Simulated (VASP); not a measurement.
Method: LDA (Ceperley-Alder, Perdew-Zunger), VASP's LDA PAW potentials (set 64) (plane waves; VASP).

Input for VASP

File KPOINTS:
```
Automatic mesh
0
Gamma
7 7 7
0 0 0
```

### INCAR
```
ALGO  =  Normal   # blocked Davidson
NSW  =  60   # most ionic steps
LWAVE  =  .False.
LREAL  =  .False.
IBRION  =  2
LMAXMIX  =  4   # l cut-off of mixed one-centre charges
ISIF  =  3   # ions, shape and volume
ISMEAR  =  0
ENCUT  =  520   # plane-wave cut-off (eV)
PREC  =  Accurate
EDIFFG  =  -0.01
SIGMA  =  0.05   # width (eV)
SYSTEM  =  CuI
LCHARG  =  .False.
NELM  =  100
EDIFF  =  1E-6   # SCF stop (eV)
LASPH  =  .True.   # aspherical one-centre terms
```

**POSCAR**
```
CuI
1.0
  0.0000000000   3.0250000000   3.0250000000
  3.0250000000   0.0000000000   3.0250000000
  3.0250000000   3.0250000000   0.0000000000
Cu I
1 1
Cartesian
  0.0000000000   0.0000000000   0.0000000000
  1.5125000000   1.5125000000   1.5125000000
```

POTCAR, in this order: Cu I (LDA.64 set). Program: vasp_std.

Energy and stress use the plane-wave basis of the starting cell. Unless said otherwise, spin-orbit coupling is left out, though it shifts the bands of the heavy elements here.

Task: Predict the energy per atom (σ→0), volume per atom, band gap (on the k-mesh).

Result: 
The energy per atom (σ→0) is -3498 meV/atom, the band gap (on the k-mesh) is 1.28 eV and the volume per atom comes out as 25.23 Å³/atom.

File OSZICAR:
```
...
DAV:   1    -0.700971879205E+01   -0.14319E-01   -0.23026E-01   520   0.131E+01    0.909E-01
DAV:   2    -0.700133869865E+01    0.83801E-02   -0.13607E-01   530   0.132E+01    0.377E-01
DAV:   3    -0.699643391263E+01    0.49048E-02   -0.27725E-02   525   0.610E+00    0.163E-01
DAV:   4    -0.699595752216E+01    0.47639E-03   -0.15195E-03   666   0.461E-01    0.544E-02
DAV:   5    -0.699593188607E+01    0.25636E-04   -0.48728E-05   750   0.187E-01    0.441E-02
DAV:   6    -0.699591595912E+01    0.15927E-04   -0.16992E-05   815   0.786E-02    0.793E-03
DAV:   7    -0.699591559666E+01    0.36246E-06   -0.17811E-06   353   0.464E-02
   3 F= -.69959156E+01 E0= -.69959156E+01  d E =-.686982E-01
```

The compound is CuI in the zinc blende structure. This run relaxes it. Symmetry was kept, so distortions that lower it aren't found.
